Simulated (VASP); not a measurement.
MgTi2N2:

```
Mg Ti N
1.0
     1.63899   -3.25524    0.00000
     1.63899    3.25524    0.00000
     0.00000    0.00000    7.59128
Mg Ti N
1 2 2
Direct
  0.00000 0.00000 0.50000
  0.00000 0.00000 0.75830
  0.00000 0.00000 0.24170
  0.50000 0.50000 0.00000
  0.00000 0.00000 0.00000
```

The cell was built by a generator and needn't be a form met in nature.

```yaml
Program: VASP 6.6.1
Task: relaxation of cell and atoms
Functional: PBE
Potentials_or_basis: VASP PAW PBE potentials, release 64 (Mg, Ti_sv, N)
Cutoff: 520 eV
k_mesh: 5 × 5 × 2
Occupations: gaussian, width 0.15 eV
Spin: no spin polarisation
```

At the start: pressure 12.1 GPa; volume 16.20 Å³/atom.

Where does the relaxation end?

Over 13 steps the energy falls by 1314.9 meV/atom and the volume is 15.91 Å³/atom (-1.8 %); space group Cmmm (No. 65, to 0.05 Å).

The path:
```
step  energy change (eV)  largest force (eV/Å)  pressure (GPa)  volume (Å³)
   1              0.0000                9.4339           12.05        81.00
   2             -5.9144                1.1981           -1.12        92.74
   3             -6.0307                0.5428           -0.86        90.84
   4             -6.0306                0.6765           -0.80        91.09
   5             -6.2572                0.4926           -4.90        90.17
   6             -6.2870                0.8372           -6.22        89.78
   7             -6.4401                0.4381           -4.34        86.56
   8             -6.5625                0.2110           -1.03        81.91
   9             -6.5667                0.4494            0.27        80.64
  10             -6.5677                0.3727            0.04        80.94
  11             -6.5719                0.2225           -0.25        80.60
  12             -6.5731                0.0081           -0.59        80.14
  13             -6.5746                0.0442            0.10        79.53
```

Final structure:
```cif
data_structure
_symmetry_space_group_name_H-M 'P 1'
_symmetry_Int_Tables_number 1
_cell_length_a 3.0592
_cell_length_b 3.0592
_cell_length_c 9.3399
_cell_angle_alpha 90.000
_cell_angle_beta 90.000
_cell_angle_gamma 114.510
_cell_volume 79.53
loop_
_atom_site_label
_atom_site_type_symbol
_atom_site_fract_x
_atom_site_fract_y
_atom_site_fract_z
_atom_site_occupancy
Mg1 Mg 0.00000 0.00000 0.50000 1
Ti1 Ti 0.00000 0.00000 0.80619 1
Ti2 Ti 0.00000 0.00000 0.19381 1
N1 N 0.50000 0.50000 0.00000 1
N2 N 0.00000 0.00000 0.00000 1
```

Caveat: the k mesh is coarse (spacing up to 0.43 Å⁻¹), so the values aren't converged; the relaxation stopped at a loose force limit of 0.08 eV/Å, so its end isn't a converged minimum.
